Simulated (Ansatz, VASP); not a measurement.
**Two plane-wave programs on Ta3AsAu2O13**

```xyz
19
Lattice="5.4520 0.0000 0.0000 -2.7260 4.7216 0.0000 0.0000 0.0000 9.5790" Properties=species:S:1:pos:R:3 pbc="T T T"
Ta    0.0036   -0.0195    1.8835
Ta    0.0189   -0.0652    7.7049
Ta    2.6944    1.6058   -0.0001
As    0.0034    0.0151    4.8333
Au    0.0229    3.1728    2.6530
Au   -0.0108    3.1627    6.9502
O    -0.0100    0.0671   -0.0491
O    -1.3379    4.6286    3.5285
O    -0.5590    1.2717    3.4654
O     1.8783    3.5641    3.4948
O    -1.3587    4.5884    6.1078
O    -0.6104    1.2830    6.0968
O     1.9082    3.5614    6.1182
O     1.1376    1.6083    8.2413
O     3.5463    0.2831    8.2323
O     3.4635    2.8737    8.2064
O     1.1743    1.5811    1.3837
O     3.4761    0.2365    1.3735
O     3.5076    2.9121    1.3234
```

Change from the starting cell: atoms moved at random, drawn with an rms of 0.05 Å.

Alike in both runs: task single point; functional PBE; k mesh 6 × 6 × 3; occupations fermi-dirac, width 0.05 eV; no spin polarisation.

|  | VASP | Ansatz |
| --- | --- | --- |
| version | VASP 6.6.1 | Ansatz 0.2.0 |
| potentials or method | VASP PAW PBE potentials, release 64 (Ta_pv, As, Au, O) | Ansatz PAW |
| plane-wave cutoff (eV) | 520 | 420 |
| valence electrons in the cell | 138 | 170 |

```tsv
	VASP	Ansatz	Ansatz less VASP
gap on the k mesh at the Fermi level (eV)	none	none	-
pressure (GPa)	0.3	-0.2	-0.56
largest component of the traceless stress (GPa)	0.74	0.73	-0.010
rms of the force components (eV/Å)	0.533	0.522	-0.0108
```

Atom by atom the forces differ by 0.035 eV/Å (rms over components). A gap of «none» marks a metal or a gap that the smearing closes. The two sets of potentials don't hold the same shells in valence.

Caveats: the pressure holds a Pulay correction of +0.7 GPa for the finite cutoff (Ansatz). The runs have no spin-orbit coupling, so splittings on Au, Ta are missing.
